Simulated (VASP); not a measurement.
A VASP calculation is set up with these files.

**INCAR**
```
ALGO  =  Normal
EDIFF  =  1E-6
EDIFFG  =  -0.02
ENCUT  =  520
GGA  =  PE
IBRION  =  2
ISIF  =  3
ISMEAR  =  0
LASPH  =  .True.
LCHARG  =  .False.
LREAL  =  .False.
LWAVE  =  .False.
NELM  =  100
NSW  =  60
PREC  =  Accurate
SIGMA  =  0.05
SYSTEM  =  AlN
```

KPOINTS:
```
Automatic mesh
0
Gamma
7 7 4
0 0 0
```

### POSCAR
```
AlN
1.0
  1.5650905720  -2.7108163832   0.0000000000
  1.5650905720   2.7108163832   0.0000000000
  0.0000000000   0.0000000000   5.0117302543
Al N
2 2
Cart
  1.5650905720  -0.9036072683   2.5061118125
  1.5650905720   0.9036072683   0.0002466854
  1.5650905720  -0.9036072683   4.4200993989
  1.5650905720   0.9036072683   1.9142342718
```

POTCAR, in this order: Al N (PBE.64 set). Program: vasp_std.

Task: Translate this PBE calculation to Ansatz.

Result: One equivalent input (not run):
Ansatz 0.2 input:
```yaml
crystal:
  lattice:
    - [1.5650906, -2.7108164, 0.0000000]
    - [1.5650906, 2.7108164, 0.0000000]
    - [0.0000000, 0.0000000, 5.0117303]
  atoms:
    - { symbol: Al, position: [0.6666670, 0.3333330, 0.5000492] }
    - { symbol: Al, position: [0.3333330, 0.6666670, 0.0000492] }
    - { symbol: N, position: [0.6666670, 0.3333330, 0.8819508] }
    - { symbol: N, position: [0.3333330, 0.6666670, 0.3819508] }
kpoints:
  mp_grid: { grid: [7, 7, 4] }
hamiltonian:
  xc: pbe
  pseudopotentials: { kind: paw }
scf:
  occupations: { method: gaussian, width: 0.05 }
  max_iter: 100
relax:
  max_steps: 60
  f_tol: 0.02
  cell: {}
output: { forces: true, stress: true, eigenvalues: true }
```
Limits of the translation: each code has its own PAW files, so the cut-off isn't converted (ENCUT is set for VASP's; basis.ecutwfc is left out, and Ansatz then takes the one that its files recommend); Ansatz stops its SCF on the density residual and VASP on the energy change (EDIFF).

The compound is AlN in the wurtzite structure. It was relaxed first. The start is the result of an earlier pass.
